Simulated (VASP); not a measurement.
Output of a VASP run:

File OSZICAR:
```
       N       E                     dE             d eps       ncg     rms          rms(c)
DAV:   1     0.231544516611E+03    0.23154E+03   -0.17998E+04   704   0.184E+03
DAV:   2    -0.202815978587E+01   -0.23357E+03   -0.22747E+03   770   0.428E+02
DAV:   3    -0.118435583831E+02   -0.98154E+01   -0.97984E+01   737   0.971E+01
DAV:   4    -0.118930714469E+02   -0.49513E-01   -0.49509E-01   818   0.687E+00
DAV:   5    -0.118932383435E+02   -0.16690E-03   -0.16689E-03   730   0.328E-01    0.136E+01
DAV:   6    -0.102910229269E+02    0.16022E+01   -0.46782E+00   895   0.393E+01    0.998E+00
DAV:   7    -0.103257194179E+02   -0.34696E-01   -0.76070E-01   684   0.965E+00    0.578E+00
DAV:   8    -0.103246529580E+02    0.10665E-02   -0.10173E-01   709   0.404E+00    0.560E-01
DAV:   9    -0.103187224799E+02    0.59305E-02   -0.28204E-02   849   0.274E+00    0.844E-02
DAV:  10    -0.103193036540E+02   -0.58117E-03   -0.25090E-03   687   0.528E-01    0.939E-02
DAV:  11    -0.103193836313E+02   -0.79977E-04   -0.10202E-04   732   0.105E-01    0.229E-02
DAV:  12    -0.103193880020E+02   -0.43707E-05   -0.10666E-05   703   0.598E-02    0.912E-03
DAV:  13    -0.103193899961E+02   -0.19941E-05   -0.66769E-06   706   0.266E-02    0.797E-03
DAV:  14    -0.103193897571E+02    0.23894E-06   -0.11328E-06   511   0.173E-02
   1 F= -.39560946E+01 E0= -.39560946E+01  d E =-.395609E+01
```

OUTCAR:
```
------------------------ aborting loop because EDIFF is reached ----------------------------------------
  FORCE on cell =-STRESS in cart. coord.  units (eV):
  Direction    XX          YY          ZZ          XY          YZ          ZX
  --------------------------------------------------------------------------------------
  Total        6.3408933      6.3408933      6.3408933      0.0000000      0.0000000      0.0000000
  in kB      298.9438560    298.9438560    298.9438560      0.0000000      0.0000000      0.0000000
  external PRESSURE =      -1.0561440 kB  Pullay stress =     300.0000000 kB
  volume of cell :       33.98
      direct lattice vectors                 reciprocal lattice vectors
     0.000000000  2.570872079  2.570872079    -0.194486534  0.194486534  0.194486534
     2.570872079  0.000000000  2.570872079     0.194486534 -0.194486534  0.194486534
     2.570872079  2.570872079  0.000000000     0.194486534  0.194486534 -0.194486534
 POSITION                                       TOTAL-FORCE (eV/Angst)
 -----------------------------------------------------------------------------------
      0.00000      0.00000      0.00000         0.000000      0.000000      0.000000
      1.28544      1.28544      1.28544         0.000000     -0.000000      0.000000
      3.85631      3.85631      3.85631        -0.000000     -0.000000     -0.000000
 -----------------------------------------------------------------------------------
    total drift:                                0.000000     -0.000000      0.000000
  FREE ENERGIE OF THE ION-ELECTRON SYSTEM (eV)
  ---------------------------------------------------
  free  energy   TOTEN  =       -10.3193897571 eV

  energy  without entropy=      -10.3193897571  energy(sigma->0) =      -10.31938976
  enthalpy is  TOTEN    =        -3.9560945593 eV   P V=        6.3632951978

 reached required accuracy - stopping structural energy minimisation
```
(Selected blocks of OUTCAR.)

### POSCAR
```
CdF2
1
   -0.0000000000     2.5708720791     2.5708720791
    2.5708720791    -0.0000000000     2.5708720791
    2.5708720791     2.5708720791     0.0000000000
Cd F
1 2
Direct
  0.0000000000   0.0000000000   0.0000000000
  0.2500000000   0.2500000000   0.2500000000
  0.7500000000   0.7500000000   0.7500000000
```

**Question.** Reconstruct the remaining input files.

**Answer.** This is not unique; one that fits is the input of the run itself, PBE GGA, plane waves, VASP's PBE PAW potentials (set 64).

File KPOINTS:
```
Regular mesh
0
gamma
7 7 7
0 0 0
```

**INCAR**
```
SYSTEM=CdF2
PREC=Accurate; ENCUT=620; LREAL=F
LASPH=T
EDIFF=1E-6; NELM=100; ALGO=Normal
LMAXMIX=4
ISMEAR=0; SIGMA=0.05
GGA=PE
IBRION=2; NSW=40; ISIF=3
EDIFFG=-0.02; PSTRESS=300
LWAVE=F; LCHARG=F
```

POTCAR, in this order: Cd F (PBE.64 set). Program: vasp_std.

The compound is CdF2 in the fluorite structure. It was relaxed first under an external pressure of 30 GPa.
